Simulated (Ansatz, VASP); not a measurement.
**BiIr in VASP and in Ansatz**

```
Ir Bi
1.0
     0.00000    3.02394    3.02394
     3.02394    0.00000    3.02394
     3.02394    3.02394    0.00000
Ir Bi
1 1
Cartesian
  0.0000 0.0000 0.0000
  1.5120 1.5120 1.5120
```

Alike in both runs: functional PBEsol; k mesh 12 × 12 × 12; occupations fermi-dirac, width 0.1 eV; no spin polarisation.

Ansatz relaxed the structure, and its values are those at the end. VASP's run is a single point on that final structure, the one shown.

```csv
,VASP,Ansatz
version,VASP 6.6.1,Ansatz 0.2.0
potentials or method,"VASP PAW PBE potentials, release 64 (Ir, Bi_d)","PAW with Ansatz's default frozen-core files, scalar-relativistic"
plane-wave cutoff (eV),520,420
valence electrons in the cell,24,32
```

|  | VASP | Ansatz | Ansatz less VASP |
| --- | --- | --- | --- |
| pressure (GPa) | 0.1 | 0.0 | -0.11 |

The two sets of potentials don't hold the same shells in valence.

Caveats: the PAW data sets were made with another functional, which shifts forces and pressure a little (VASP).
